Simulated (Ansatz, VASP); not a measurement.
## ZrB2: VASP beside Ansatz

Aim: how closely do two programs agree when they are given the same cell, functional and k mesh? The cell is taken from a series of runs on this material, whose earlier steps may have relaxed, scaled, displaced or heated it; both programs get it as it stands.

Main program and level: Ansatz 0.2.0; plane waves, with VASP 6.6.1 beside it; zone-centre phonons at PBEsol.

## Step 1: Starting point

Symmetry: P6/mmm, No. 191, hexagonal system. Conventional cell: a = 3.249 Å, b = 3.249 Å, c = 3.449 Å, α = 90.00°, β = 90.00°, γ = 120.00°. Nearest to B lie 3 B at 1.88 Å and 6 Zr at 2.55 Å. Nearest to Zr lie 12 B at 2.55 Å. Farther neighbours are not listed.

## Step 2: Ansatz: zone-centre phonons, PBEsol

Ansatz runs on its PAW soft_1 files.

Second derivatives magnify differences that forces hide, and they need a tight electronic threshold.

File input.yaml:

```yaml
crystal:
  lattice:
    - [3.2493812406, 0.0, 0.0]
    - [-1.6246906203, 2.814046701, 0.0]
    - [0.0, 0.0, 3.4489953484]
  atoms:
    - { symbol: B, position: [0.3333333333, 0.6666666667, 0.5] }
    - { symbol: B, position: [0.6666666667, 0.3333333333, 0.5] }
    - { symbol: Zr, position: [0.0, 0.0, 0.0] }
kpoints:
  mp_grid: { grid: [15, 15, 12] }
hamiltonian:
  xc: pbesol
  pseudopotentials: { kind: paw, azcp: { folder: soft_1 }, xc_functional: pbe }
scf:
  occupations: { method: methfessel_paxton, width: 0.2 }
output:
  eigenvalues: true
phonons:
  method: dfpt
```

Launch:

```console
$ ansatz run input.yaml --threads 4 --pin off --max-ram 10240MiB --backend cpu --events-out ev --progress --plain --runs-dir out
```

Numbers of over 12 decimals in the logs are rounded to 6 here.

The log of the run:

```text
zone centre: on kpoints.mp_grid the ground state, and the responses unless they are solved on pairs of k-points, stand on 448 of the mesh's 2700 k-points, reduced under 4 symmetry operations, with k and −k counted as one. Each operation leaves every solved displacement unchanged or reverses it
Engine: ansatz 0.2.0, x86_64-unknown-linux-gnu
Pseudopotentials: kind: paw
Pseudopotential: B, paw, valence charge 3, recommended cutoff 420 eV (normal), soft_1/B.paw.azcp
Pseudopotential: Zr, paw, valence charge 12, recommended cutoff 420 eV (normal), soft_1/Zr.paw.azcp
Functional definition: PBEsol
  exchange = pbesol_x
  correlation = pbesol_c
Crystal: 3 atoms, lattice volume = 31.537 Å³
Basis set: ecut = 420 eV, 635 PW (Γ), exchange–correlation on 48×48×48 points (8 copies of the dense FFT grid, shifted against one another)
Bands: 13, of which v1, the nominal top of the filled ones, is band 9 counted from 1 (8 counted from 0)
Symmetry: 24 space group operations
k-points: 448 of 2700 (irreducible under 4 space group operations, time reversal used)
Non-local potential: B, projectors of the file, l = 0: 2, l = 1: 2, l = 2: 1
Non-local potential: Zr, projectors of the file, l = 0: 3, l = 1: 2, l = 2: 2, l = 3: 1
PAW form: soft (Blöchl's): semilocal exchange-correlation on the pseudo side does not see the compensation charge
PAW frozen core: B, regenerated for the run's functional, and the local potential with it (the file was generated under x = pbe(κ = 0.804, μ = 0.219515), c = pbe(β = 0.066725))
PAW frozen core: Zr, regenerated for the run's functional, and the local potential with it (the file was generated under x = pbe(κ = 0.804, μ = 0.219515), c = pbe(β = 0.066725))
PAW one-centre angular grid: B, 110 points (default); XC on 64 Gauss nodes
PAW one-centre angular grid: Zr, 590 points (default); XC on 64 Gauss nodes
Initial density: superposition of atomic densities (chi_scale 0.1, normalization cell, long waves kept (reshape's long-wave potential 0.00 eV rms))
Initial wavefunctions: pseudopotential atomic-orbital guess
Functional: x = pbesol(κ = 0.804, μ = 0.123457), c = pbesol(β = 0.046)
SCF iter   1: F=—  HF=-4437.546481 eV  |F-HF|=—  |Δ(HF+E_count)|=         —  Δρ=4.80e-2  dr2=1.35e0  ethr=3.10e-3  ⟨swp⟩=4.9  Hψ=27982  notcnv=0
preconditioner: auto → none  [metal: Δε(μ)=0.052 eV  Ē_g=16.837 eV  σ=0.200 eV  W_gap=0.22  n_scr=8 (ndim 8)  ℏωp=26.4 eV  f_vac=0.000  D(μ)=0.27/eV (n_scr^D=0)  sad-step TF]
SCF iter   2: F=—  HF=-4437.237198 eV  |F-HF|=—  |Δ(HF+E_count)|=   3.09e-1  S|Δr|=    0.00e0  Δρ=2.41e-2  dr2=3.04e-1  ethr=3.10e-3  ⟨swp⟩=2.0  Hψ=11126  notcnv=0
SCF iter   3: F=—  HF=-4437.151529 eV  |F-HF|=—  |Δ(HF+E_count)|=   8.57e-2  S|Δr|=    0.00e0  Δρ=2.14e-3  dr2=9.28e-4  ethr=1.69e-3  ⟨swp⟩=2.0  Hψ=9825  notcnv=0
SCF iter   4: F=—  HF=-4437.151903 eV  |F-HF|=—  |Δ(HF+E_count)|=   3.73e-4  S|Δr|=    0.00e0  Δρ=4.82e-4  dr2=1.06e-4  ethr=5.15e-6  ⟨swp⟩=2.5  Hψ=12639  notcnv=0
SCF iter   5: F=—  HF=-4437.151883 eV  |F-HF|=—  |Δ(HF+E_count)|=   1.92e-5  S|Δr|=    0.00e0  Δρ=5.87e-5  dr2=1.33e-6  ethr=5.90e-7  ⟨swp⟩=2.0  Hψ=8213  notcnv=0
SCF iter   6: F=—  HF=-4437.151883 eV  |F-HF|=—  |Δ(HF+E_count)|=   3.24e-7  S|Δr|=    0.00e0  Δρ=9.55e-6  dr2=1.28e-8  ethr=7.38e-9  ⟨swp⟩=2.0  Hψ=8963  notcnv=0
SCF iter   7: F=—  HF=-4437.151883 eV  |F-HF|=—  |Δ(HF+E_count)|=   2.37e-9  S|Δr|=    0.00e0  Δρ=2.22e-6  dr2=5.40e-10  ethr=7.11e-11  ⟨swp⟩=2.0  Hψ=9869  notcnv=0
SCF iter   8: F=-4437.151883 eV  HF=-4437.151883 eV  |F-HF|=1.82e-12  |Δ(HF+E_count)|=  8.82e-11  S|Δr|=    0.00e0  Δρ=2.09e-7  dr2=5.92e-12  ethr=1.00e-12  ⟨swp⟩=4.5  Hψ=27284  notcnv=0
SCF 1 converged in 8 iterations: F = -4437.151883 eV  dr2 = 5.92e-12
  greatest PAW one-centre occupation: 0.996 electrons in one spin orbital (limit 2), on the Zr atom at site 2 (counted from 0), in its partial waves of l = 0
DFPT response loops at Γ: preconditioner auto → Kerker (q_TF=auto, 2.485 Å⁻¹) (partly filled bands, converged f_vac=0.000); β = 1.00, the filter's whole step (`scf.mixing.beta` (0.50) is not read by the response loops under this deck's `scf.mixing.preconditioner`; to damp them name `kerker` or `kerker_dos`, under which they read `scf.mixing.beta`, and type it under 1.00, their step now; both keys bind the ground state too); Broyden in place of MSR1
SCF converged after 8 iterations
Stability not checked: this state was not tested for a lower state beside it, because cold or Methfessel-Paxton smearing, or corrected tetrahedra, fill the levels in a way that the test cannot read (fill_not_monotonic; see scf.lower_state_search)
Free energy (F): -4437.151883 eV
Harris-Foulkes:  -4437.151883 eV  (|F-HF|=1.82e-12)
Internal energy: -4437.151808 eV  (E = F + TS)
E sigma→0 (E₀):  -4437.151864 eV
Entropy (-TS):   -0.000075 eV (-0.025 meV/atom)
Fermi energy:    15.268857 eV
--- Per-component energies (eV) ---
  E_band       = -33.829760
  E_kinetic    = 415.289698
  E_local      = -541.741294  (includes V_loc(G=0)·N_el)
  E_nonlocal   = 90.774540
  E_hartree    = 182.052813
  E_xc         = -220.633506
  E_vxc        = -261.784763  (∫ρ·V_xc dr)
  E_paw        = -3059.742730  (= ΣΔE_a)
  E_vpaw       = -100.473558  (= ΣTr[D̂ρ^β])
  E_aug_tail   = -0.000011  (compensation charges beyond the density's cutoff)
  E_ewald      = -1303.346461
  E_core_change = 0.195143  (= ΣΔE_core)
  E_smearing   = -0.000075  (= −TS)
  E_closure    = 0.000000  (closes the sum)
  Σ components = -4437.151883   (vs F -4437.151883, Δ=0.00e0)
--- Band table (eV; the first three rows and the last of 448) ---
  k-point 0: bands = [... 5 lower, 12.3566, 12.3566, 12.8234, 13.3176, 18.5216, 18.5216, 19.3022, 19.7127]
  k-point 1: bands = [... 5 lower, 12.1363, 12.4263, 12.4263, 13.9696, 17.8578, 17.8578, 19.3255, 19.4703]
  k-point 2: bands = [... 5 lower, 11.2090, 12.6328, 12.6328, 14.8259, 16.9357, 16.9357, 18.8356, 18.8356]
  k-point 447: bands = [... 5 lower, 8.3261, 10.7461, 11.5855, 12.6235, 19.0202, 19.4839, 19.9690, 21.3813]
--- Phonons (Γ-DFPT): 4 representative perturbations + reference, on 448 of 2700 k-points (Σ response iterations 12) ---
  k mesh reduced under 4 symmetry operations, with k and −k counted as one. Each operation leaves every solved displacement unchanged or reverses it
  ASR residual: 1.433e-4 → 0.000e0 eV/Å²; symmetrization residual: 5.124e-7 eV/Å²
  ASR residual per site (eV/Å²): 3.57e-5 3.57e-5 1.43e-4
  Γ frequencies (cm⁻¹): 0.00 0.00 0.00 447.56 447.56 463.65 534.59 669.27 669.27
  non-analytic LO–TO correction: not included (Born effective charges unavailable; polar crystals: no LO–TO splitting at Γ)
```

(Continued in part 2 of 2.)

[Lines on the potential files, build, host, timing and source positions are cut from VASP's logs without a mark.]

[Logs are printed without paths, hosts, clocks, repeated set-up lines and the standing remarks that a program may print on its own settings, such as how far it seeks lower states.]

[Hosts, paths, dates, database ids (printed as entryN), source tags and the programs' standing remarks are cut or masked in the printed files.]
